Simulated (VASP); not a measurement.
Runs of VASP 6.6.1 on BaH4. The structure is trigonal, space group R-3m (No. 166). The conventional cell has a = 4.582 Å, b = 4.582 Å, c = 10.609 Å, α = 90.00°, β = 90.00°, γ = 120.00°. Ba (site symmetry -3m) has 14 H at 2.75 to 2.98 Å as nearest neighbours. H (site symmetry 3m) has 1 H at 2.17 Å as nearest neighbours. H (site symmetry 3m) is surrounded by 1 H at 0.77 Å. The cell was built by a generator and needn't be a form met in nature.

```tsv
level	gap on the mesh (eV)	pressure (GPa)	relaxed volume (Å³/atom)	largest force (eV/Å)
PBE+D3(BJ)	2.58	0.0	(b)	0.01
PBE	2.60	0.0	13.06	-
PBE+TS-HI	2.63	-0.1	(c)	0.01
PBE+rVV10	2.54	0.0	(a)	-
PBE+D3	2.60	0.0	12.80	-
PBE+D4	2.58	0.0	12.50	0.01
PBE+D2	2.68	-0.1	(d)	-
PBE+TS	2.54	0.0	13.42	0.01
PBE+dDsC	2.55	0.0	11.85	0.01
PBE+MBD-FI	2.61	0.0	11.63	-
```

Alike in all rows: task relaxation of cell and atoms; potentials or basis VASP PAW PBE potentials, release 64 (Ba_sv, H); no spin polarisation; cell relaxed; k mesh 5 × 5 × 5; cutoff (eV) 600; smearing fermi-dirac 0.05 eV.

Problem. Fill in the values left out.

Solution. (a) 12.79; (b) 12.55; (c) 12.37; (d) 9.91.

Caveats: spin-orbit coupling is left out, which moves the levels of the heavy elements; an odd mesh through Γ misses points on the zone boundary, where band edges often lie; the volume moved by over 15 % at a fixed basis, so the end points are rough (some runs).

A k mesh can miss the band edges, and the runs leave out spin-orbit coupling on Ba.
